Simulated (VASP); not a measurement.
Input:

```xyz
2
Lattice="0.0000 2.8568 2.8568 2.8568 0.0000 2.8568 2.8568 2.8568 0.0000" Properties=species:S:1:pos:R:3 pbc="T T T"
Cd     0.0000     0.0000     0.0000
S      1.4284     1.4284     1.4284
```

All values below come from LDA (Ceperley-Alder, Perdew-Zunger), VASP's LDA PAW potentials (set 64) (plane waves; VASP). Numerical set-up: 520 eV cut-off, 8×8×8 Γ-centred mesh, Gaussian smearing of 0.050 eV, potentials Cd S.

Task: What does the run give for the energy per atom (σ→0), pressure, band gap (on the k-mesh) with the smallest direct gap where there is one?

Result: 
- band gap (on the k-mesh) = 1.02 eV
- smallest direct gap (on the k-mesh) = 1.02 eV
- energy per atom (σ→0) = -3.699 eV/atom
- pressure = 2.22 GPa

Only differences to runs with the same potentials and settings are physical.

The compound is CdS in the zinc blende structure, a metastable form; wurtzite is the usual one. This cell is one point of a volume scan, at 0.97 of the reference volume.
